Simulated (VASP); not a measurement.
Input:

```
CELL_PARAMETERS angstrom
      6.19897     0.00000     0.00000
      0.00000     6.19897     0.00000
      0.00000     0.00000     6.19897
ATOMIC_POSITIONS crystal
  Cs 0.00000 0.00000 0.00000
  Sn 0.50000 0.50000 0.50000
  I  0.50000 0.00000 0.50000
  I  0.00000 0.50000 0.50000
  I  0.50000 0.50000 0.00000
```

Calculation: PBE GGA with D4 dispersion, VASP's PBE PAW potentials (set 64) (plane waves; VASP 6.6.1). Settings: 520 eV cut-off, Gaussian smearing of 0.050 eV, potentials Cs_sv Sn_d I.

Unless said otherwise, spin-orbit coupling is left out, though it shifts the bands of the heavy elements here.

Question: Give the energies of bands 13 to 25 at the high-symmetry points, in eV from the valence-band maximum.

Answer: 
```json
[
 {"band": "13", "Γ": "-6.27", "X": "-7.16", "M": "-7.89", "R": "-8.57"},
 {"band": "14", "Γ": "-4.77", "X": "-4.65", "M": "-4.49", "R": "-3.33"},
 {"band": "15", "Γ": "-4.77", "X": "-4.65", "M": "-3.50", "R": "-3.33"},
 {"band": "16", "Γ": "-4.77", "X": "-3.13", "M": "-2.76", "R": "-3.33"},
 {"band": "17", "Γ": "-2.38", "X": "-2.62", "M": "-2.76", "R": "-2.56"},
 {"band": "18", "Γ": "-2.38", "X": "-2.62", "M": "-2.69", "R": "-2.56"},
 {"band": "19", "Γ": "-2.38", "X": "-2.54", "M": "-2.69", "R": "-1.77"},
 {"band": "20", "Γ": "-2.22", "X": "-2.34", "M": "-2.57", "R": "-1.77"},
 {"band": "21", "Γ": "-2.22", "X": "-2.34", "M": "-1.79", "R": "-1.77"},
 {"band": "22", "Γ": "-2.22", "X": "-1.59", "M": "-0.79", "R": "0.00"},
 {"band": "23", "Γ": "2.15", "X": "1.06", "M": "0.74", "R": "0.29"},
 {"band": "24", "Γ": "3.06", "X": "3.70", "M": "0.74", "R": "0.29"},
 {"band": "25", "Γ": "3.06", "X": "3.89", "M": "4.00", "R": "0.29"}
]
```

The gap is direct, 0.29 eV, from the valence maximum at R to the conduction minimum at R.

The compound is CsSnI3 in the cubic perovskite structure, the ideal cubic form; the compound distorts at low or room temperature. It was relaxed first.
